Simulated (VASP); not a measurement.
# A VASP study of SnAs (r2SCAN + rVV10): structure first, properties next

Aim: relax SnAs with r2SCAN + rVV10, compute its properties on that cell and hold them against experiment. The steps: full relaxation (r2SCAN + rVV10), second relaxation, single point with fields (r2SCAN + rVV10), band structure (r2SCAN + rVV10), density of states (r2SCAN + rVV10), zone-centre phonons (r2SCAN + rVV10) and bands along the symmetry lines (r2SCAN + rVV10 + SOC). Left out of this account: 1 further run (core levels: core levels are not valid at this level). The start is a computed cell from the Materials Project.

Method: r2SCAN with rVV10; plane waves and PAW (Sn_d, As), in the first sound run; inputs show where later runs differ, in VASP 6.6.1.

**Measured values to reproduce.**

For SnAs, NaCl-type (rock salt) (crystal grown by two-step solid state reaction), “Detailed magneto-heat capacity analysis of SnAs topological superconductor” (2022, arxiv:2202.10664) gives, by powder XRD, Rietveld refinement: lattice constant a (cubic a) 5.721 Å [measurement temperature not stated, presumably room temperature].

**1. Starting point**

Before any relaxation, the start is as follows. The structure is cubic, space group Fm-3m (No. 225). Conventional cell: a = 5.754 Å, b = 5.754 Å, c = 5.754 Å, α = 90.00°, β = 90.00°, γ = 90.00°. Nearest to Sn lie 6 As at 2.88 Å. Nearest to As lie 6 Sn at 2.88 Å. Farther neighbours are not listed.

**2. Full relaxation (r2SCAN + rVV10)**

Properties are meant for the cell that this level of theory prefers, so cell and atoms are relaxed first (ISIF = 3) until forces and stress are small; EDIFFG sets the threshold. r2SCAN adds the kinetic-energy density, costs more than a GGA and is run with LASPH. LUSE_VDW switches on a nonlocal correlation term for dispersion.

The input, INCAR:

```
SYSTEM = SnAs
PREC = Accurate
ENCUT = 400
EDIFF = 1E-06
NELM = 100
ISMEAR = 0
SIGMA = 0.05
LREAL = .FALSE.
ALGO = Normal
METAGGA = R2SCAN
LUSE_VDW = .TRUE.
IVDW_NL = 2
BPARAM = 11.95
CPARAM = 0.0093
LASPH = .TRUE.
NBANDS = 15
LORBIT = 11
LWAVE = .FALSE.
LCHARG = .FALSE.
KPAR = 2
IBRION = 2
NSW = 60
ISIF = 3
EDIFFG = -0.01
```

The input, POSCAR:

```
SnAs
1.0
    0.0000000000      2.8768709376      2.8768709376
    2.8768709376      0.0000000000      2.8768709376
    2.8768709376      2.8768709376      0.0000000000
Sn As
1 1
Direct
    0.5000000000      0.5000000000      0.5000000000
    0.0000000000      0.0000000000      0.0000000000
```

The input, KPOINTS:

```
Automatic mesh
0
Gamma
8 8 8
0 0 0
```

The projector-augmented-wave data sets are Sn_d and As (PBE family, release 64).

Launch:

```bash
$ mpirun -np 2 vasp_std
```

What it wrote:

```text
[banner, memory and clock lines left out]
running    2 mpi-ranks, on    1 nodes
 distrk:  each k-point on    1 cores,    2 groups
 distr:  one band on    1 cores,    1 groups

 POSCAR found type information on POSCAR SnAs
 POSCAR found :  2 types and       2 ions
|                                                                             |
|               ----> ADVICE to this user running VASP <----                  |
|                                                                             |
|     You have switched on vdW-DFT.                                           |
|     This routine was written and supplied by Jiri Klimes. We recommend      |
|     that you carefully read and cite the following publications:            |
|       J. Klimes, D.R. Bowler, A. Michelides                                 |
|          J. Phys.: Cond Matt. 22 022201 (2010)                              |
|       J. Klimes, D.R. Bowler, A. Michelides                                 |
|          Phys. Rev. B. 83, 195131 (2011)                                    |
|     and references therein.                                                 |
|                                                                             |

|                                                                             |
|               ----> ADVICE to this user running VASP <----                  |
|                                                                             |
|     You enforced a specific xc type in the INCAR file but a different       |
|     [... a line on the potential file left out ...]
|     I HOPE YOU KNOW WHAT YOU ARE DOING!                                     |
|                                                                             |

 LDA part: xc-table for (None), standard interpolation
 POSCAR, INCAR and KPOINTS ok, starting setup
 FFT: planning ... GRIDC
 FFT: planning ... GRID_SOFT
 FFT: planning ... GRID
 WAVECAR not read
 entering main loop
       N       E                     dE             d eps       ncg     rms          rms(c)
Total rVV10 correction in eV:      0.4362375    21.5668748
Total rVV10 correction in eV:      0.4362375    21.5668748
DAV:   1     0.696892356742E+02    0.69689E+02   -0.85479E+03   884   0.142E+03
DAV:   2    -0.338942121717E+02   -0.10358E+03   -0.10086E+03   954   0.335E+02
DAV:   3    -0.418386682258E+02   -0.79445E+01   -0.79052E+01  1101   0.829E+01
DAV:   4    -0.420132058747E+02   -0.17454E+00   -0.17446E+00   996   0.136E+01
DAV:   5    -0.420185267140E+02   -0.53208E-02   -0.53207E-02  1183   0.228E+00    0.354E+00
Total rVV10 correction in eV:      0.4378190    21.5668762
Total rVV10 correction in eV:      0.4378190    21.5668762
DAV:   6    -0.390751125921E+02    0.29434E+01   -0.83284E-01  1073   0.151E+01    0.208E+00
Total rVV10 correction in eV:      0.4413532    21.5668762
Total rVV10 correction in eV:      0.4413532    21.5668762
DAV:   7    -0.390729627054E+02    0.21499E-02   -0.84730E-02  1003   0.183E+00    0.921E-01
Total rVV10 correction in eV:      0.4427200    21.5668762
Total rVV10 correction in eV:      0.4427200    21.5668762
DAV:   8    -0.390758864571E+02   -0.29238E-02   -0.55008E-03  1045   0.775E-01    0.291E-01
Total rVV10 correction in eV:      0.4434117    21.5668762
Total rVV10 correction in eV:      0.4434117    21.5668762
DAV:   9    -0.390763653983E+02   -0.47894E-03   -0.67118E-04   982   0.240E-01    0.552E-02
Total rVV10 correction in eV:      0.4434243    21.5668762
Total rVV10 correction in eV:      0.4434243    21.5668762
DAV:  10    -0.390763712512E+02   -0.58529E-05   -0.97442E-05  1143   0.128E-01    0.274E-02
Total rVV10 correction in eV:      0.4434829    21.5668762
Total rVV10 correction in eV:      0.4434829    21.5668762
DAV:  11    -0.390763764449E+02   -0.51937E-05   -0.12505E-05  1066   0.429E-02    0.499E-03
Total rVV10 correction in eV:      0.4435082    21.5668762
Total rVV10 correction in eV:      0.4435082    21.5668762
DAV:  12    -0.390763771563E+02   -0.71145E-06   -0.25259E-06   968   0.259E-02
Total rVV10 correction in eV:      0.4435145    21.5668762
Total rVV10 correction in eV:      0.4435145    21.5668762
Total rVV10 correction in eV:      0.4435160    21.5668762
Total rVV10 correction in eV:      0.4435160    21.5668762
   1 F= -.39076377E+02 E0= -.39075372E+02  d E =-.390764E+02
 curvature:   0.00 expect dE= 0.000E+00 dE for cont linesearch  0.000E+00
 trial: gam= 0.00000 g(F)=  0.968E-60 g(S)=  0.332E-02 ort = 0.000E+00 (trialstep = 0.100E+01)
 search vector abs. value=  0.332E-02
 bond charge predicted
       N       E                     dE             d eps       ncg     rms          rms(c)
Total rVV10 correction in eV:      0.4436960    21.5668762
Total rVV10 correction in eV:      0.4436960    21.5668762
DAV:   1    -0.391121666764E+02   -0.35790E-01   -0.76573E-01  1066   0.148E+01    0.106E+00
Total rVV10 correction in eV:      0.4417627    21.5668757
Total rVV10 correction in eV:      0.4417627    21.5668757
DAV:   2    -0.390843464156E+02    0.27820E-01   -0.45498E-02  1080   0.391E+00    0.482E-01
Total rVV10 correction in eV:      0.4402388    21.5668757
Total rVV10 correction in eV:      0.4402388    21.5668757
DAV:   3    -0.390773299338E+02    0.70165E-02   -0.19324E-02  1118   0.245E+00    0.773E-02
Total rVV10 correction in eV:      0.4400756    21.5668757
Total rVV10 correction in eV:      0.4400756    21.5668757
DAV:   4    -0.390771582857E+02    0.17165E-03   -0.88690E-04   954   0.322E-01    0.298E-02
Total rVV10 correction in eV:      0.4400321    21.5668757
Total rVV10 correction in eV:      0.4400321    21.5668757
DAV:   5    -0.390771556247E+02    0.26610E-05   -0.32883E-05  1175   0.510E-02    0.240E-02
Total rVV10 correction in eV:      0.4399530    21.5668757
Total rVV10 correction in eV:      0.4399530    21.5668757
DAV:   6    -0.390771597642E+02   -0.41396E-05   -0.26985E-05  1295   0.513E-02    0.523E-03
Total rVV10 correction in eV:      0.4399157    21.5668757
Total rVV10 correction in eV:      0.4399157    21.5668757
DAV:   7    -0.390771612996E+02   -0.15354E-05   -0.94352E-06  1073   0.339E-02    0.412E-03
Total rVV10 correction in eV:      0.4399064    21.5668757
Total rVV10 correction in eV:      0.4399064    21.5668757
DAV:   8    -0.390771602649E+02    0.10347E-05   -0.74815E-07   556   0.684E-03    0.167E-03
Total rVV10 correction in eV:      0.4399070    21.5668757
Total rVV10 correction in eV:      0.4399070    21.5668757
DAV:   9    -0.390771598636E+02    0.40127E-06   -0.19930E-07   512   0.596E-03
Total rVV10 correction in eV:      0.4399076    21.5668757
Total rVV10 correction in eV:      0.4399076    21.5668757
Total rVV10 correction in eV:      0.4399071    21.5668757
Total rVV10 correction in eV:      0.4399071    21.5668757
   2 F= -.39077160E+02 E0= -.39076018E+02  d E =-.782707E-03
 trial-energy change:   -0.000783  1 .order   -0.000756   -0.003324    0.001811
 step:   0.6543(harm=  0.6473)  dis= 0.00000  next Energy=   -39.077472 (dE=-0.109E-02)
 bond charge predicted
       N       E                     dE             d eps       ncg     rms          rms(c)
Total rVV10 correction in eV:      0.4398470    21.5668757
Total rVV10 correction in eV:      0.4398470    21.5668757
DAV:   1    -0.390816576689E+02   -0.44974E-02   -0.93439E-02  1080   0.531E+00    0.364E-01
Total rVV10 correction in eV:      0.4405094    21.5668759
Total rVV10 correction in eV:      0.4405094    21.5668759
DAV:   2    -0.390783836217E+02    0.32740E-02   -0.53543E-03  1080   0.132E+00    0.167E-01
Total rVV10 correction in eV:      0.4410478    21.5668759
Total rVV10 correction in eV:      0.4410478    21.5668759
DAV:   3    -0.390775241777E+02    0.85944E-03   -0.23905E-03  1118   0.852E-01    0.263E-02
Total rVV10 correction in eV:      0.4411016    21.5668759
Total rVV10 correction in eV:      0.4411016    21.5668759
DAV:   4    -0.390774883616E+02    0.35816E-04   -0.11136E-04   968   0.118E-01    0.103E-02
Total rVV10 correction in eV:      0.4411190    21.5668759
Total rVV10 correction in eV:      0.4411190    21.5668759
DAV:   5    -0.390774847659E+02    0.35957E-05   -0.40404E-06  1161   0.190E-02    0.842E-03
Total rVV10 correction in eV:      0.4411491    21.5668759
Total rVV10 correction in eV:      0.4411491    21.5668759
DAV:   6    -0.390774812003E+02    0.35656E-05   -0.31584E-06   986   0.193E-02    0.181E-03
Total rVV10 correction in eV:      0.4411612    21.5668759
Total rVV10 correction in eV:      0.4411612    21.5668759
DAV:   7    -0.390774797062E+02    0.14942E-05   -0.12791E-06   540   0.148E-02    0.118E-03
Total rVV10 correction in eV:      0.4411654    21.5668759
Total rVV10 correction in eV:      0.4411654    21.5668759
DAV:   8    -0.390774800193E+02   -0.31313E-06   -0.20626E-07   477   0.386E-03
Total rVV10 correction in eV:      0.4411633    21.5668759
Total rVV10 correction in eV:      0.4411633    21.5668759
Total rVV10 correction in eV:      0.4411644    21.5668759
Total rVV10 correction in eV:      0.4411644    21.5668759
   3 F= -.39077480E+02 E0= -.39076399E+02  d E =-.110286E-02
 curvature:  -0.32 expect dE=-0.961E-06 dE for cont linesearch -0.961E-06
 trial: gam= 0.00000 g(F)=  0.469E-60 g(S)=  0.297E-05 ort =-0.994E-04 (trialstep = 0.931E+00)
 search vector abs. value=  0.297E-05
 reached required accuracy - stopping structural energy minimisation
```

Run time: 4.6 min. Hardware: 2 MPI ranks of AMD EPYC 7R43, shared host; peak memory 0.46 GiB; 9.1 min of CPU time.

Lines that name or quote the potential files are left out of all logs, and their timing lines are given in words.

From OUTCAR (step 2):

```text
ion  position               nearest neighbor table
   1  0.500  0.500  0.500-   2 2.88   2 2.88   2 2.88   2 2.88   2 2.88   2 2.88
   2  0.000  0.000  0.000-   1 2.88   1 2.88   1 2.88   1 2.88   1 2.88   1 2.88

  LATTYP: Found a face centered cubic cell.
 ALAT       =     5.7537418752

 Subroutine GETGRP returns: Found 48 space group operations
 (whereof 48 operations were pure point group operations)

The static configuration has the point symmetry O_h .

 Found     29 irreducible k-points:

   k-points           NKPTS =     29   k-points in BZ     NKDIM =     29   number of bands    NBANDS=     15

   dimension x,y,z NGX =    28 NGY =   28 NGZ =   28
   dimension x,y,z NGXF=    56 NGYF=   56 NGZF=   56

   ENCUT  =  400.0 eV  29.40 Ry    5.42 a.u.   6.63  6.63  6.63*2*pi/ulx,y,z

   NELECT =      19.0000    total number of electrons

 k-points in reciprocal lattice and weights: Automatic mesh
   0.00000000  0.00000000  0.00000000       0.002
   0.12500000  0.00000000  0.00000000       0.016
   0.25000000  0.00000000  0.00000000       0.016
   0.37500000  0.00000000  0.00000000       0.016
   0.50000000  0.00000000  0.00000000       0.008
   0.12500000  0.12500000  0.00000000       0.012
   0.25000000  0.12500000  0.00000000       0.047
   0.37500000  0.12500000  0.00000000       0.047
   0.50000000  0.12500000  0.00000000       0.047
[...]
-0.37500000  0.50000000  0.12500000       0.023
  -0.25000000  0.50000000  0.25000000       0.012

 average (electrostatic) potential at core
       1-105.8066       2 -52.1906

 E-fermi :   6.8632

 k-point     1 :       0.0000    0.0000    0.0000
  band No.  band energies     occupation
    ...
      6      -6.8524      2.00000
      7       4.4134      2.00000
      8       5.6398      2.00000
      9       5.6398      2.00000
     10       5.6398      2.00000
     11      12.6788      0.00000
     12      12.6789      0.00000
     13      12.6789      0.00000
     14      13.2803      0.00000
     15      13.2803      0.00000

 k-point     2 :       0.1250    0.0000    0.0000
  band No.  band energies     occupation
    ...
      6      -6.6582      2.00000
      7       2.8696      2.00000
      8       5.6668      2.00000
      9       5.6669      2.00000
     10       6.8168      1.80991
     11      11.5884      0.00000
     12      11.5885      0.00000
     13      11.7252      0.00000
     14      13.3682      0.00000
     15      13.7316      0.00000

 k-point     3 :       0.2500    0.0000    0.0000
  band No.  band energies     occupation
    ...
      5     -15.3556      2.00000
      6      -6.0944      2.00000
      7       0.8186      2.00000
      8       5.7785      2.00000
      9       5.7785      2.00000
     10       7.7325      0.00000
     11      10.0373      0.00000
     12      10.0373      0.00000
     13      10.5956      0.00000
     14      13.9532      0.00000
    ...

  Total        0.0064072      0.0064072      0.0064072      0.0000000      0.0000000      0.0000000
  in kB        0.2177733      0.2177733      0.2177733      0.0000000      0.0000000      0.0000000
  external PRESSURE =       0.2177733 kB  Pullay stress =       0.0000000 kB

  energy-cutoff  :      400.00
  volume of cell :       47.14
      direct lattice vectors                 reciprocal lattice vectors
    -0.000000000  2.867140464  2.867140464    -0.174389782  0.174389782  0.174389782
     2.867140464  0.000000000  2.867140464     0.174389782 -0.174389782  0.174389782
     2.867140464  2.867140464  0.000000000     0.174389782  0.174389782 -0.174389782

 POSITION                                       TOTAL-FORCE (eV/Angst)
 -----------------------------------------------------------------------------------
      2.86714      2.86714      2.86714        -0.000000     -0.000000      0.000000
      0.00000      0.00000      0.00000         0.000000      0.000000      0.000000
 -----------------------------------------------------------------------------------
    total drift:                                0.000000      0.000000      0.000000

  FREE ENERGIE OF THE ION-ELECTRON SYSTEM (eV)
  ---------------------------------------------------
  free  energy   TOTEN  =       -39.0774800193 eV

  energy  without entropy=      -39.0753177768  energy(sigma->0) =      -39.07639890

 reached required accuracy - stopping structural energy minimisation

 total charge
# of ion       s       p       d       tot
------------------------------------------
    1        1.197   0.965  10.013  12.175
    2        1.256   1.491   0.034   2.781
--------------------------------------------------
tot          2.453   2.456  10.047  14.957

[... 3 further parts left out ...]
```

CONTCAR:

```
SnAs
   1.00000000000000
    -0.0000000000000000    2.8671404637330582    2.8671404637330582
     2.8671404637330582    0.0000000000000000    2.8671404637330582
     2.8671404637330582    2.8671404637330582    0.0000000000000000
  Sn              As
     1     1
Direct
     0.5000000000000000    0.5000000000000000    0.5000000000000000
     0.0000000000000000    0.0000000000000000    0.0000000000000000
```

This run has no spin polarisation. Its electron count is odd, so without a moment it is a metal by construction. The k-mesh is coarse for a metal. The PAW data sets were made with PBE, which is usual practice but a small mismatch for other functionals. The run keeps the 48 symmetry operations of its start, so it cannot find a distortion of lower symmetry.

Step by step:

| step | energy less that of the first step (eV) | largest force (eV/Å) | pressure (GPa) | volume (Å³) |
| --- | --- | --- | --- | --- |
| 1 | 0.0000 | 0.0000 | -0.72 | 47.62 |
| 2 | -0.0008 | 0.0000 | 0.40 | 46.89 |
| 3 | -0.0011 | 0.0000 | 0.02 | 47.14 |

```
conventional cell, symmetrised  before  after  change
                         a (Å)   5.754  5.734  -0.3 %
                         b (Å)   5.754  5.734  -0.3 %
                         c (Å)   5.754  5.734  -0.3 %
              volume (Å³/atom)   23.81  23.57  -1.0 %
```

Final coordinates:

```cif
data_structure
_symmetry_space_group_name_H-M 'P 1'
_symmetry_Int_Tables_number 1
_cell_length_a 4.0547
_cell_length_b 4.0547
_cell_length_c 4.0547
_cell_angle_alpha 60.000
_cell_angle_beta 60.000
_cell_angle_gamma 60.000
_cell_volume 47.14
loop_
_atom_site_label
_atom_site_type_symbol
_atom_site_fract_x
_atom_site_fract_y
_atom_site_fract_z
_atom_site_occupancy
Sn1 Sn 0.50000 0.50000 0.50000 1
As2 As 0.00000 0.00000 0.00000 1
```

Numbers from this step:

| Quantity | Value |
| --- | --- |
| electrons | 19 |
| bands | 15 |
| irreducible k-points | 29 |
| symmetry operations | 48 |
| free energy (TOTEN) | -39.08 eV |
| energy at zero smearing | -39.08 eV |
| Fermi energy | 6.863 eV |
| pressure | 0.02178 GPa |
| metallic | yes |
| SCF cycles over all ionic steps | 29 |

It ends with forces that vanish by symmetry and a pressure of 0.02 GPa.

(Part 1 of 5 ends here.)

[Lines on the potential files, build, host, timing and source positions are cut from VASP's logs without a mark.]

[Logs are printed without paths, hosts, clocks, repeated set-up lines and the standing remarks that a program may print on its own settings, such as how far it seeks lower states.]

[Hosts, paths, dates, database ids (printed as entryN), source tags and the programs' standing remarks are cut or masked in the printed files.]

[A measured line is paired with the nearest computed mode of its activity, which favours agreement.]
